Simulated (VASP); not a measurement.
# VCdCu: magnetic orders, part 3 of 6

Wanted: the lowest of several collinear orders of VCdCu. The cell is invented: it takes the structure of a Materials Project entry for TiCuSn (space group 186 there), with some of its atoms replaced by other elements, volume scaled by an estimate. It may not be a known or stable phase.

VASP 6.6.1, plane waves and PAW; the level of theory is named at each step.

Still holding for the runs below: The magnetic state follows from one typed start and may not be the lowest. The k-mesh is coarse for a metal. A U on the itinerant d states of such a compound is hard to justify; it moves the bands at the Fermi level and favours large moments.

So far, largest spin moment in the PAW sphere (μB): step 2 (relax in the ferromagnetic state) 3.12. The relaxed cell has a = 4.548, c = 5.768 Å (conventional setting).

**3. Magnetic order, start order fm, signs ++++**

This step: PBEsol, DFT+U (Cu d 3 eV, V d 6 eV), spin-polarised, from parallel moments; plane waves and PAW (Cd, Cu, V); invented cell (VASP 6.6.1).

Each run starts from other signs of the moments at the same geometry and cutoff; gentle mixing helps it keep them. Any wave vector in a name is a fraction of the reciprocal vectors of the first cell as typed.

INCAR reads:

```
SYSTEM = VCdCu
PREC = Accurate
ENCUT = 360
EDIFF = 1E-06
NELM = 150
ISMEAR = 1
SIGMA = 0.05
LREAL = .FALSE.
ALGO = Normal
GGA = PS
NBANDS = 37
ISPIN = 2
MAGMOM = 0 0 0.6 0.6 2 2
LDAU = .TRUE.
LDAUTYPE = 2
LDAUL = -1 2 2
LDAUU = 0 3 6
LDAUJ = 0 0 0
LDAUPRINT = 1
LASPH = .TRUE.
LMAXMIX = 4
LORBIT = 11
LWAVE = .FALSE.
LCHARG = .TRUE.
AMIX = 0.2
BMIX = 1E-04
AMIX_MAG = 0.8
BMIX_MAG = 1E-04
```

POSCAR reads:

```
VCdCu
1.0
    4.5483127724     -0.0000000498      0.0000000000
   -2.2741569730      3.9389543390      0.0000000000
    0.0000000000      0.0000000000      5.7678994470
Cd Cu V
2 2 2
Direct
    0.6666666700      0.3333333300      0.7576705251
    0.3333333300      0.6666666700      0.2576705251
    0.6666666700      0.3333333300      0.2576840445
    0.3333333300      0.6666666700      0.7576840445
    0.0000000000      0.0000000000      0.5066454303
    0.0000000000      0.0000000000      0.0066454303
```

KPOINTS reads:

```
Automatic mesh
0
Gamma
4 4 3
0 0 0
```

The projector-augmented-wave data sets are Cd, Cu and V (PBE family, release 64).

Started as:

```bash
$ mpirun -np 1 vasp_std
```

Log:

```text
[banner, memory and clock lines left out]
running    1 mpi-ranks, on    1 nodes
 distrk:  each k-point on    1 cores,    1 groups
 distr:  one band on    1 cores,    1 groups

 POSCAR found type information on POSCAR CdCuV
 POSCAR found :  3 types and       6 ions
 [... a notice as in an earlier step ...]

 LDA part: xc-table for (Slater+PW92), standard interpolation
 POSCAR, INCAR and KPOINTS ok, starting setup
 FFT: planning ... GRIDC
 FFT: planning ... GRID_SOFT
 FFT: planning ... GRID
 WAVECAR not read
 entering main loop
       N       E                     dE             d eps       ncg     rms          rms(c)
DAV:   1     0.505697563916E+03    0.50570E+03   -0.18582E+04  1240   0.146E+03
DAV:   2     0.617474476891E+02   -0.44395E+03   -0.42100E+03  1184   0.370E+02
DAV:   3    -0.144399168057E+02   -0.76187E+02   -0.71478E+02  1724   0.181E+02
DAV:   4    -0.194882329772E+02   -0.50483E+01   -0.49489E+01  1782   0.520E+01
DAV:   5    -0.195826262739E+02   -0.94393E-01   -0.94226E-01  1670   0.607E+00    0.181E+01
DAV:   6    -0.156194276881E+02    0.39632E+01   -0.16875E+01  1735   0.361E+01    0.132E+01
DAV:   7    -0.173384937770E+02   -0.17191E+01   -0.21506E+00  1862   0.200E+01    0.806E+00
DAV:   8    -0.179346834286E+02   -0.59619E+00   -0.12600E+00  1802   0.118E+01    0.481E+00
DAV:   9    -0.181011553835E+02   -0.16647E+00   -0.35215E-01  1703   0.528E+00    0.402E+00
DAV:  10    -0.183701069057E+02   -0.26895E+00   -0.35930E-01  1856   0.566E+00    0.195E+00
DAV:  11    -0.185207242541E+02   -0.15062E+00   -0.20313E-01  1912   0.483E+00    0.178E+00
DAV:  12    -0.185457883565E+02   -0.25064E-01   -0.16618E-02  1600   0.122E+00    0.139E+00
DAV:  13    -0.185914996149E+02   -0.45711E-01   -0.16636E-02  1900   0.130E+00    0.845E-01
DAV:  14    -0.186294183655E+02   -0.37919E-01   -0.28361E-02  1847   0.170E+00    0.312E-01
DAV:  15    -0.186317358068E+02   -0.23174E-02   -0.70471E-03  1698   0.735E-01    0.114E-01
DAV:  16    -0.186321738310E+02   -0.43802E-03   -0.91957E-04  1676   0.242E-01    0.565E-02
DAV:  17    -0.186324536143E+02   -0.27978E-03   -0.35325E-04  1780   0.142E-01    0.439E-02
DAV:  18    -0.186327062868E+02   -0.25267E-03   -0.31261E-04  1777   0.121E-01    0.379E-02
DAV:  19    -0.186328385093E+02   -0.13222E-03   -0.95695E-05  1587   0.634E-02    0.378E-02
DAV:  20    -0.186328015652E+02    0.36944E-04   -0.85021E-06  1245   0.263E-02    0.379E-02
DAV:  21    -0.186329649729E+02   -0.16341E-03   -0.92075E-05  1534   0.696E-02    0.386E-02
DAV:  22    -0.186324539286E+02    0.51104E-03   -0.92809E-04  1862   0.218E-01    0.375E-02
DAV:  23    -0.186300612590E+02    0.23927E-02   -0.30265E-02  1908   0.121E+00    0.394E-02
DAV:  24    -0.186292537021E+02    0.80756E-03   -0.24350E-02  1886   0.968E-01    0.446E-02
DAV:  25    -0.186293775960E+02   -0.12389E-03   -0.64158E-04  1310   0.168E-01    0.317E-02
DAV:  26    -0.186292119758E+02    0.16562E-03   -0.21388E-03  1950   0.342E-01    0.273E-02
DAV:  27    -0.186292633622E+02   -0.51386E-04   -0.17922E-04  1629   0.870E-02    0.196E-02
DAV:  28    -0.186291617292E+02    0.10163E-03   -0.12950E-03  1873   0.276E-01    0.131E-02
DAV:  29    -0.186291373207E+02    0.24409E-04   -0.99478E-04  1817   0.196E-01    0.101E-02
DAV:  30    -0.186291336989E+02    0.36218E-05   -0.26151E-04  1622   0.107E-01    0.920E-03
DAV:  31    -0.186291377057E+02   -0.40069E-05   -0.15611E-05  1148   0.248E-02    0.567E-03
DAV:  32    -0.186291380567E+02   -0.35094E-06   -0.18935E-05  1430   0.290E-02    0.384E-03
DAV:  33    -0.186291386704E+02   -0.61370E-06   -0.31800E-06  1079   0.138E-02
   1 F= -.18629139E+02 E0= -.18629100E+02  d E =-.116678E-03  mag=     7.1619
```

Wall time 76 s (1 MPI rank of Intel Xeon 6975P-C (Granite Rapids), shared host); peak memory 0.21 GiB.

Parts of OUTCAR (step 3):

```text
  LATTYP: Found a hexagonal cell.
 ALAT       =     4.5483127724
 C/A-ratio  =     1.2681404590

 Found      8 irreducible k-points:

   k-points           NKPTS =      8   k-points in BZ     NKDIM =      8   number of bands    NBANDS=     37

   ENCUT  =  360.0 eV  26.46 Ry    5.14 a.u.   7.04  7.04  8.92*2*pi/ulx,y,z

   NELECT =      56.0000    total number of electrons

atom =   3  type =  2  l = 2

 onsite density matrix

spin component  1

  0.9318  0.0000  0.0000  0.0000 -0.0000
  0.0000  0.9374 -0.0000 -0.0000  0.0000
  0.0000 -0.0000  0.9305  0.0000 -0.0000
  0.0000 -0.0000  0.0000  0.9374 -0.0000
 -0.0000  0.0000 -0.0000 -0.0000  0.9318

spin component  2

  0.9200 -0.0000  0.0000 -0.0000 -0.0000
 -0.0000  0.9353  0.0000 -0.0000 -0.0000
  0.0000  0.0000  0.9213 -0.0000 -0.0000
 -0.0000 -0.0000 -0.0000  0.9353  0.0000
 -0.0000 -0.0000 -0.0000  0.0000  0.9200

 occupancies and eigenvectors

  o =  0.9200  v =  0.0000  0.0000  0.0000  0.0000  0.0000 -0.9939  0.0003  0.0001 -0.0023  0.1104      0.0000  0.0000  0.0000  0.0000  0.0000  0.0000  0.0000  0.0000  0.0000  0.0000
  o =  0.9200  v =  0.0000  0.0000  0.0000  0.0000  0.0000  0.1104  0.0023  0.0000  0.0003  0.9939      0.0000  0.0000  0.0000  0.0000  0.0000  0.0000  0.0000  0.0000  0.0000  0.0000
  o =  0.9213  v =  0.0000  0.0000  0.0000  0.0000  0.0000 -0.0001  0.0000 -1.0000 -0.0000  0.0000      0.0000  0.0000  0.0000  0.0000  0.0000  0.0000  0.0000  0.0000  0.0000  0.0000
  o =  0.9305  v =  0.0001  0.0000 -1.0000 -0.0000 -0.0000  0.0000  0.0000  0.0000  0.0000  0.0000      0.0000  0.0000  0.0000  0.0000  0.0000  0.0000  0.0000  0.0000  0.0000  0.0000
  o =  0.9318  v =  0.2462 -0.0043  0.0000 -0.0011  0.9692  0.0000  0.0000  0.0000  0.0000  0.0000      0.0000  0.0000  0.0000  0.0000  0.0000  0.0000  0.0000  0.0000  0.0000  0.0000
  o =  0.9318  v = -0.9692 -0.0011 -0.0001  0.0043  0.2462  0.0000  0.0000  0.0000  0.0000  0.0000      0.0000  0.0000  0.0000  0.0000  0.0000  0.0000  0.0000  0.0000  0.0000  0.0000
  o =  0.9353  v =  0.0000  0.0000  0.0000  0.0000  0.0000 -0.0015  0.7560 -0.0000  0.6545 -0.0018      0.0000  0.0000  0.0000  0.0000  0.0000  0.0000  0.0000  0.0000  0.0000  0.0000
  o =  0.9353  v =  0.0000  0.0000  0.0000  0.0000  0.0000 -0.0018 -0.6545 -0.0000  0.7560  0.0015      0.0000  0.0000  0.0000  0.0000  0.0000  0.0000  0.0000  0.0000  0.0000  0.0000
  o =  0.9374  v = -0.0029 -0.7560 -0.0000 -0.6545 -0.0034  0.0000  0.0000  0.0000  0.0000  0.0000      0.0000  0.0000  0.0000  0.0000  0.0000  0.0000  0.0000  0.0000  0.0000  0.0000
  o =  0.9374  v = -0.0034  0.6545 -0.0000 -0.7560  0.0029  0.0000  0.0000  0.0000  0.0000  0.0000      0.0000  0.0000  0.0000  0.0000  0.0000  0.0000  0.0000  0.0000  0.0000  0.0000

atom =   4  type =  2  l = 2

 onsite density matrix

spin component  1

  0.9318 -0.0000  0.0000 -0.0000 -0.0000
 -0.0000  0.9374  0.0000 -0.0000 -0.0000
  0.0000  0.0000  0.9305 -0.0000 -0.0000
 -0.0000 -0.0000 -0.0000  0.9374  0.0000
 -0.0000 -0.0000 -0.0000  0.0000  0.9318

spin component  2

  0.9200  0.0000  0.0000  0.0000 -0.0000
  0.0000  0.9353 -0.0000 -0.0000  0.0000
  0.0000 -0.0000  0.9213  0.0000 -0.0000
  0.0000 -0.0000  0.0000  0.9353 -0.0000
 -0.0000  0.0000 -0.0000 -0.0000  0.9200

 occupancies and eigenvectors

  o =  0.9200  v =  0.0000  0.0000  0.0000  0.0000  0.0000 -0.9939 -0.0003  0.0001  0.0023  0.1104      0.0000  0.0000  0.0000  0.0000  0.0000  0.0000  0.0000  0.0000  0.0000  0.0000
  o =  0.9200  v =  0.0000  0.0000  0.0000  0.0000  0.0000  0.1104 -0.0023  0.0000 -0.0003  0.9939      0.0000  0.0000  0.0000  0.0000  0.0000  0.0000  0.0000  0.0000  0.0000  0.0000
  o =  0.9213  v =  0.0000  0.0000  0.0000  0.0000  0.0000 -0.0001 -0.0000 -1.0000  0.0000  0.0000      0.0000  0.0000  0.0000  0.0000  0.0000  0.0000  0.0000  0.0000  0.0000  0.0000
  o =  0.9305  v =  0.0001 -0.0000 -1.0000  0.0000 -0.0000  0.0000  0.0000  0.0000  0.0000  0.0000      0.0000  0.0000  0.0000  0.0000  0.0000  0.0000  0.0000  0.0000  0.0000  0.0000
  o =  0.9318  v =  0.2462  0.0043  0.0000  0.0011  0.9692  0.0000  0.0000  0.0000  0.0000  0.0000      0.0000  0.0000  0.0000  0.0000  0.0000  0.0000  0.0000  0.0000  0.0000  0.0000
  o =  0.9318  v = -0.9692  0.0011 -0.0001 -0.0043  0.2462  0.0000  0.0000  0.0000  0.0000  0.0000      0.0000  0.0000  0.0000  0.0000  0.0000  0.0000  0.0000  0.0000  0.0000  0.0000
  o =  0.9353  v =  0.0000  0.0000  0.0000  0.0000  0.0000 -0.0015 -0.7560 -0.0000 -0.6545 -0.0018      0.0000  0.0000  0.0000  0.0000  0.0000  0.0000  0.0000  0.0000  0.0000  0.0000
  o =  0.9353  v =  0.0000  0.0000  0.0000  0.0000  0.0000 -0.0018  0.6545 -0.0000 -0.7560  0.0015      0.0000  0.0000  0.0000  0.0000  0.0000  0.0000  0.0000  0.0000  0.0000  0.0000
  o =  0.9374  v = -0.0029  0.7560 -0.0000  0.6545 -0.0034  0.0000  0.0000  0.0000  0.0000  0.0000      0.0000  0.0000  0.0000  0.0000  0.0000  0.0000  0.0000  0.0000  0.0000  0.0000
  o =  0.9374  v = -0.0034 -0.6545 -0.0000  0.7560  0.0029  0.0000  0.0000  0.0000  0.0000  0.0000      0.0000  0.0000  0.0000  0.0000  0.0000  0.0000  0.0000  0.0000  0.0000  0.0000

atom =   5  type =  3  l = 2

 onsite density matrix

spin component  1

  0.8927 -0.0000  0.0000 -0.0299 -0.0000
 -0.0000  0.2374  0.0000 -0.0000 -0.0299
  0.0000  0.0000  0.9160 -0.0000 -0.0000
 -0.0299 -0.0000 -0.0000  0.2374  0.0000
[...]
-0.0000  0.0295  0.0000 -0.0000 -0.0007
  0.0000  0.0000  0.0104 -0.0000 -0.0000
 -0.0007 -0.0000 -0.0000  0.0295  0.0000
 -0.0000 -0.0007 -0.0000  0.0000  0.0178

 occupancies and eigenvectors

  o =  0.0104  v =  0.0000  0.0000  0.0000  0.0000  0.0000 -0.0000  0.0000  1.0000 -0.0000  0.0000      0.0000  0.0000  0.0000  0.0000  0.0000  0.0000  0.0000  0.0000  0.0000  0.0000
  o =  0.0177  v =  0.0000  0.0000  0.0000  0.0000  0.0000 -0.6534 -0.0432 -0.0000 -0.0374 -0.7548      0.0000  0.0000  0.0000  0.0000  0.0000  0.0000  0.0000  0.0000  0.0000  0.0000
  o =  0.0177  v =  0.0000  0.0000  0.0000  0.0000  0.0000 -0.7548  0.0374 -0.0000 -0.0432  0.6534      0.0000  0.0000  0.0000  0.0000  0.0000  0.0000  0.0000  0.0000  0.0000  0.0000
  o =  0.0296  v =  0.0000  0.0000  0.0000  0.0000  0.0000  0.0374 -0.7548  0.0000 -0.6534  0.0432      0.0000  0.0000  0.0000  0.0000  0.0000  0.0000  0.0000  0.0000  0.0000  0.0000
  o =  0.0296  v =  0.0000  0.0000  0.0000  0.0000  0.0000 -0.0432 -0.6534 -0.0000  0.7548  0.0374      0.0000  0.0000  0.0000  0.0000  0.0000  0.0000  0.0000  0.0000  0.0000  0.0000
  o =  0.2361  v =  0.0297 -0.7553 -0.0000 -0.6538  0.0343  0.0000  0.0000  0.0000  0.0000  0.0000      0.0000  0.0000  0.0000  0.0000  0.0000  0.0000  0.0000  0.0000  0.0000  0.0000
  o =  0.2361  v = -0.0343 -0.6538  0.0000  0.7553  0.0297  0.0000  0.0000  0.0000  0.0000  0.0000      0.0000  0.0000  0.0000  0.0000  0.0000  0.0000  0.0000  0.0000  0.0000  0.0000
  o =  0.8940  v =  0.6546  0.0343 -0.0000  0.0298  0.7546  0.0000  0.0000  0.0000  0.0000  0.0000      0.0000  0.0000  0.0000  0.0000  0.0000  0.0000  0.0000  0.0000  0.0000  0.0000
  o =  0.8940  v = -0.7546  0.0298  0.0000 -0.0343  0.6546  0.0000  0.0000  0.0000  0.0000  0.0000      0.0000  0.0000  0.0000  0.0000  0.0000  0.0000  0.0000  0.0000  0.0000  0.0000
  o =  0.9160  v =  0.0000 -0.0000  1.0000  0.0000 -0.0000  0.0000  0.0000  0.0000  0.0000  0.0000      0.0000  0.0000  0.0000  0.0000  0.0000  0.0000  0.0000  0.0000  0.0000  0.0000

 E-fermi :   4.3034

 spin component 1
 k-point     1 :       0.0000    0.0000    0.0000
  band No.  band energies     occupation
    ...
     25       1.3541      1.00000
     26       2.3631      1.00000
     27       2.3838      1.00000
     28       2.3838      1.00000
     29       3.8035      1.00000
     30       4.5189     -0.00000
     31       4.5189     -0.00000
     32       6.2511      0.00000
     33       6.2511      0.00000
     34       7.5576      0.00000
    ...

 k-point     2 :       0.2500   -0.0000    0.0000
  band No.  band energies     occupation
    ...
     28       2.4094      1.00000
     29       3.7744      1.00000
     30       3.8488      1.00000
     31       3.9546      1.00000
     32       4.0167      1.00000
     33       4.9505     -0.00000
     34       6.1669      0.00000
     35       6.2601      0.00000
     36       7.2742      0.00000
     37       8.3256      0.00000

 k-point     3 :       0.5000   -0.0000    0.0000
  band No.  band energies     occupation
    ...
     29       2.6270      1.00000
     30       3.2408      1.00000
     31       3.3218      1.00000
     32       3.3898      1.00000
     33       3.8941      1.00000
     34       6.0964      0.00000
     35       6.2691      0.00000
     36       6.7313      0.00000
     37       7.1592      0.00000

 k-point     4 :       0.2500    0.2500    0.0000
  band No.  band energies     occupation
    ...
     28       2.2596      1.00000
     29       2.4644      1.00000
     30       2.7548      1.00000
     31       3.0211      1.00000
     32       3.8400      1.00000
     33       4.3855     -0.02110
     34       6.1356      0.00000
     35       6.2363      0.00000
     36       6.7689      0.00000
     37       7.9451      0.00000

  Total       -0.6701611     -0.6701610      0.6526718      0.0000001      0.0000000      0.0000000
  in kB      -10.3906047    -10.3906042     10.1194396      0.0000017      0.0000000      0.0000000
  external PRESSURE =      -3.5539231 kB  Pullay stress =       0.0000000 kB

  energy-cutoff  :      360.00
  volume of cell :      103.34
      direct lattice vectors                 reciprocal lattice vectors
     4.548312772 -0.000000050  0.000000000     0.219861750  0.126937276  0.000000000
    -2.274156973  3.938954339  0.000000000     0.000000003  0.253874486  0.000000000
     0.000000000  0.000000000  5.767899447     0.000000000  0.000000000  0.173373341

 POSITION                                       TOTAL-FORCE (eV/Angst)
 -----------------------------------------------------------------------------------
      2.27416      1.31298      4.37017         0.000000     -0.000000     -0.010927
     -0.00000      2.62597      1.48622        -0.000000     -0.000000     -0.010927
      2.27416      1.31298      1.48630        -0.000000      0.000000     -0.007145
     -0.00000      2.62597      4.37025         0.000000     -0.000000     -0.007145
      0.00000      0.00000      2.92228        -0.000000     -0.000000      0.018072
      0.00000      0.00000      0.03833        -0.000000     -0.000000      0.018072
 -----------------------------------------------------------------------------------
    total drift:                                0.000004     -0.000001     -0.000642

  FREE ENERGIE OF THE ION-ELECTRON SYSTEM (eV)
  ---------------------------------------------------
  free  energy   TOTEN  =       -18.6291386704 eV

  energy  without entropy=      -18.6290219928  energy(sigma->0) =      -18.62909978

 total charge
# of ion       s       p       d       tot
------------------------------------------
    1        0.571   0.396   9.439  10.406
    2        0.571   0.396   9.439  10.406
    3        0.436   0.290   9.281  10.007
    4        0.436   0.290   9.281  10.007
    5        0.378   0.403   3.261   4.042
    6        0.378   0.403   3.261   4.042
--------------------------------------------------
tot          2.771   2.178  43.962  48.911

 magnetization (x)
# of ion       s       p       d       tot
------------------------------------------
    1       -0.021   0.038   0.017   0.034
    2       -0.021   0.038   0.017   0.034
    3       -0.019   0.030   0.037   0.048
    4       -0.019   0.030   0.037   0.048
    5        0.055   0.083   3.056   3.194
    6        0.055   0.083   3.056   3.194
--------------------------------------------------
tot          0.030   0.302   6.220   6.552

[... 3 parts as in an earlier step ...]

[... 11 further parts left out ...]
```

This step gave:

```yaml
electronic_cycles: 33
free_energy_toten: -18.63 eV
fermi_energy: 4.303 eV
moment_of_the_cell_from_the_last_line_of_the_log: 7.162 μB
```

Spin moment in the PAW sphere by atom:

| atom | spin moment in the PAW sphere (μB) |
| --- | --- |
| Cd1 | 0.03 |
| Cd2 | 0.03 |
| Cu3 | 0.05 |
| Cu4 | 0.05 |
| V5 | 3.19 |
| V6 | 3.19 |

Spin density in the ac plane at fractional y = 0.333, with atoms of Cd and Cu within 0.2 Å of it.

Ten even steps from '_' (-0.009 e/Å³) to '@' (0.081 e/Å³), each cell a mean:
```
==**##**++--..__________..::
--==++==--::..__________..::
----------::......::::....::
::------::::....::----....::
::--------::....::--::....::
----==----::......::......::
--++++++==::..__________..::
++##%%##++--..__________..::
++##%%##++--..__________..--
==++**++==--..__________..::
----====--::......::......::
::--------::....==##++....::
::--------::..::**@@##::..::
----------::....--++==....::
--======--::....__....__..::
==******==--..__________..::
++##%%##++--..__________..--
```
Columns run along a (4.5 Å), rows up along c (5.8 Å). Atoms in or near the plane, at fractional coordinates: Cd at (0.67, 0.76), Cu at (0.67, 0.26).

Valence density in the ac plane at fractional y = 0.333, with atoms of Cd and Cu within 0.2 Å of it. It is the smooth field of the valence electrons, not physical close to the nuclei.

Ten steps, logarithmic in the rise over the least value, from '_' (0 e/Å³) to '@' (15 e/Å³), each cell a mean:
```
________________..::....____
____________..::==++==--..__
__________..::==**####++::..
__________..--++##%%%%**--..
__________..::++##%%%%**--..
____________::==******==::..
______________..------::..__
________________......______
____________________________
______________....::::..____
____________..::++**++--..__
__......__....==%%@@%%++::..
__..........::++%%@@@@**::..
____....____..==##%%##++::..
______________..--====::..__
________________......______
____________________________
```
Columns run along a (4.5 Å), rows up along c (5.8 Å). Atoms in or near the plane, at fractional coordinates: Cd at (0.67, 0.76), Cu at (0.67, 0.26).

The largest moment at the end is 3.19 μB, and the moments of the cell sum to 7.16 μB.

(Part 3 of 6 ends here.)

[Lines on the potential files, build, host, timing and source positions are cut from VASP's logs without a mark.]

[Logs are printed without paths, hosts, clocks, repeated set-up lines and the standing remarks that a program may print on its own settings, such as how far it seeks lower states.]

[Hosts, paths, dates, database ids (printed as entryN), source tags and the programs' standing remarks are cut or masked in the printed files.]

[In band tables of VASP the shares of atoms and orbitals are scaled to a sum of 1 inside the atoms' spheres.]

[Runs that stopped without an error message from VASP are left out.]
